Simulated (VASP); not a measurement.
Method: PBE GGA with D3 dispersion (Becke-Johnson damping), VASP's PBE PAW potentials (set 64) (plane waves; VASP 6.6.1).

VASP ran on this input.

**INCAR**
```
IBRION  =  2
EDIFFG  =  -0.01   # ionic stop
ISIF  =  3   # ions, shape and volume
PREC  =  Accurate
SYSTEM  =  Nb
GGA  =  PE
IVDW  =  12
LWAVE  =  .FALSE.
LMAXMIX  =  4
NSW  =  60   # most ionic steps
ISMEAR  =  1   # Methfessel-Paxton
LCHARG  =  .FALSE.
ENCUT  =  520   # plane-wave cut-off (eV)
NELM  =  100   # most electronic steps
ALGO  =  Normal   # blocked Davidson
LREAL  =  .FALSE.   # projection in real space or not
LASPH  =  .TRUE.   # aspherical one-centre terms
SIGMA  =  0.1   # width (eV)
EDIFF  =  1E-6
```

### KPOINTS
```
kpoints
0
G
  14 14 14
```

File POSCAR:
```
Nb
1
   -1.6500000000     1.6500000000     1.6500000000
    1.6500000000    -1.6500000000     1.6500000000
    1.6500000000     1.6500000000    -1.6500000000
Nb
1
Direct
  0.0000000000   0.0000000000   0.0000000000
```

POTCAR, in this order: Nb_sv (PBE.64 set). Program: vasp_std.

What VASP printed:

OSZICAR:
```
       N       E                     dE             d eps       ncg     rms          rms(c)
DAV:   1     0.117309292188E+03    0.11731E+03   -0.75356E+03  2088   0.130E+03
DAV:   2    -0.535543081235E+01   -0.12266E+03   -0.11975E+03  2234   0.450E+02
DAV:   3    -0.103341868505E+02   -0.49788E+01   -0.47014E+01  3104   0.772E+01
DAV:   4    -0.106237864239E+02   -0.28960E+00   -0.28730E+00  2934   0.163E+01
DAV:   5    -0.106338173676E+02   -0.10031E-01   -0.10022E-01  3120   0.245E+00    0.714E+00
DAV:   6    -0.102485776412E+02    0.38524E+00   -0.76631E-01  3236   0.118E+01    0.250E+00
DAV:   7    -0.102054799470E+02    0.43098E-01   -0.23059E-01  3232   0.639E+00    0.944E-01
DAV:   8    -0.102107245784E+02   -0.52446E-02   -0.12467E-02  2416   0.172E+00    0.497E-02
DAV:   9    -0.102107766685E+02   -0.52090E-04   -0.11449E-03  3608   0.373E-01    0.476E-02
DAV:  10    -0.102107960319E+02   -0.19363E-04   -0.27797E-05  2600   0.832E-02    0.181E-02
DAV:  11    -0.102107883293E+02    0.77026E-05   -0.72607E-06  2294   0.559E-02    0.330E-03
DAV:  12    -0.102107881430E+02    0.18631E-06   -0.22141E-07  1246   0.754E-03
   1 F= -.10948335E+02 E0= -.10948305E+02  d E =-.109483E+02
       N       E                     dE             d eps       ncg     rms          rms(c)
DAV:   1    -0.112659040834E+02   -0.10551E+01   -0.35658E+01  2584   0.965E+01    0.943E+00
DAV:   2    -0.102004520978E+02    0.10655E+01   -0.23229E+00  3044   0.225E+01    0.252E+00
DAV:   3    -0.100713151195E+02    0.12914E+00   -0.85099E-01  3158   0.109E+01    0.165E+00
DAV:   4    -0.100978733738E+02   -0.26558E-01   -0.33855E-02  3012   0.182E+00    0.765E-01
DAV:   5    -0.101166086171E+02   -0.18735E-01   -0.66183E-02  3506   0.194E+00    0.310E-01
DAV:   6    -0.101158021588E+02    0.80646E-03   -0.16361E-03  2636   0.561E-01    0.199E-02
DAV:   7    -0.101158427671E+02   -0.40608E-04   -0.46640E-04  3600   0.153E-01    0.155E-02
DAV:   8    -0.101158424702E+02    0.29697E-06   -0.42723E-06  2186   0.277E-02
   2 F= -.10926097E+02 E0= -.10926191E+02  d E =0.222374E-01
       N       E                     dE             d eps       ncg     rms          rms(c)
DAV:   1    -0.106727557843E+02   -0.55691E+00   -0.14713E+01  2544   0.623E+01    0.554E+00
DAV:   2    -0.102189671834E+02    0.45379E+00   -0.11873E+00  3124   0.156E+01    0.158E+00
DAV:   3    -0.101744885898E+02    0.44479E-01   -0.36209E-01  3196   0.666E+00    0.830E-01
DAV:   4    -0.101839560665E+02   -0.94675E-02   -0.96879E-03  2368   0.109E+00    0.527E-01
DAV:   5    -0.101953519682E+02   -0.11396E-01   -0.28924E-02  3416   0.117E+00    0.234E-01
DAV:   6    -0.101955418794E+02   -0.18991E-03   -0.40640E-04  2352   0.282E-01    0.129E-01
DAV:   7    -0.101956113144E+02   -0.69435E-04   -0.18993E-04  2744   0.228E-01    0.743E-03
DAV:   8    -0.101956112088E+02    0.10566E-06   -0.54268E-06  2576   0.195E-02
   3 F= -.10958470E+02 E0= -.10958565E+02  d E =-.101352E-01
```

### OUTCAR
```
------------------------ aborting loop because EDIFF is reached ----------------------------------------
 Edisp (eV)   -0.76286
  FORCE on cell =-STRESS in cart. coord.  units (eV):
  Direction    XX          YY          ZZ          XY          YZ          ZX
  --------------------------------------------------------------------------------------
  Total      -0.00471    -0.00471    -0.00471    -0.00000    -0.00000     0.00000
  in kB      -0.43362    -0.43362    -0.43362    -0.00000    -0.00000     0.00000
  external pressure =       -0.43 kB  Pullay stress =        0.00 kB
  volume of cell :       17.40
      direct lattice vectors                 reciprocal lattice vectors
    -1.632381493  1.632381493  1.632381493     0.000000000  0.306300949  0.306300949
     1.632381493 -1.632381493  1.632381493     0.306300949  0.000000000  0.306300949
     1.632381493  1.632381493 -1.632381493     0.306300949  0.306300949  0.000000000
 POSITION                                       TOTAL-FORCE (eV/Angst)
 -----------------------------------------------------------------------------------
      0.00000      0.00000      0.00000        -0.000000     -0.000000     -0.000000
 -----------------------------------------------------------------------------------
    total drift:                                0.000000      0.000000      0.000000
  FREE ENERGIE OF THE ION-ELECTRON SYSTEM (eV)
  ---------------------------------------------------
  free  energy   TOTEN  =       -10.9584698752 eV

  energy  without entropy=      -10.9587556597  energy(sigma->0) =      -10.95856514

 reached required accuracy - stopping structural energy minimisation
```
(Selected blocks of OUTCAR.)

CONTCAR:
```
Nb
   1.00000000000000
    -1.6323814932839591    1.6323814932839591    1.6323814932839591
     1.6323814932839591   -1.6323814932839591    1.6323814932839591
     1.6323814932839591    1.6323814932839591   -1.6323814932839591
  Nb
     1
Direct
     0.0000000000000000    0.0000000000000000    0.0000000000000000
```

Energy and stress use the plane-wave basis of the starting cell.

The compound is Nb in the bcc structure. This run relaxes it. Symmetry was kept, so distortions that lower it aren't found.
